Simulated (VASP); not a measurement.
A run of VASP 6.6.1 is set up as follows.

The input INCAR:

```
SYSTEM = SrGaI3
  ALGO = Fast
  EDIFF = 1E-6
  EDIFFG = -0.04
  ENCUT = 600
  GGA = PE
  IBRION = 2
  ISIF = 3
  ISMEAR = 0
  LASPH = .True.
  LCHARG = .False.
  LREAL = .False.
  LWAVE = .False.
  NELM = 80
  NSW = 90
  PREC = Accurate
  SIGMA = 0.1
```

Contents of KPOINTS:

```
k-points
0
Gamma
  4 4 4
  0 0 0
```

The input POSCAR:

```
SrGaI3
1.0
    5.4414103600      0.0000000000      0.0000000000
    0.0000000000      5.4414103600      0.0000000000
    0.0000000000      0.0000000000      5.4414103600
Sr Ga I
1 1 3
Direct
    0.5000000000      0.5000000000      0.5000000000
    0.0000000000      0.0000000000      0.0000000000
    0.5000000000      0.0000000000      0.0000000000
    0.0000000000      0.5000000000      0.0000000000
    0.0000000000      0.0000000000      0.5000000000
```

Potentials or basis: VASP PAW PBE potentials, release 64 (Sr_sv, Ga_d, I).

Run with:

```sh
$ cat potpaw_PBE.64/Sr_sv/POTCAR potpaw_PBE.64/Ga_d/POTCAR potpaw_PBE.64/I/POTCAR > POTCAR
$ mpirun -np 1 vasp_std > vasp.out
```

What does it give for the relaxed volume?

41.36 Å³/atom.

Estimate the space group after relaxing (to 0.05 Å).

Pm-3m (No. 221).

Estimate the relaxed cell.

a = 5.913 Å, b = 5.913 Å, c = 5.913 Å, α = 90.00°, β = 90.00°, γ = 90.00°.

The path:
```csv
step,energy change (eV),largest force (eV/Å),pressure (GPa),volume (Å³)
1,0.0000,0.0000,7.23,161.11
2,-0.7775,0.0000,0.83,197.46
3,-0.7848,0.0000,-0.61,214.51
4,-0.8008,0.0000,-0.02,206.79
```

Caveat: the volume moved by over 15 % at a fixed basis, so the end points are rough. The run has no spin-orbit coupling, so splittings on I are missing.
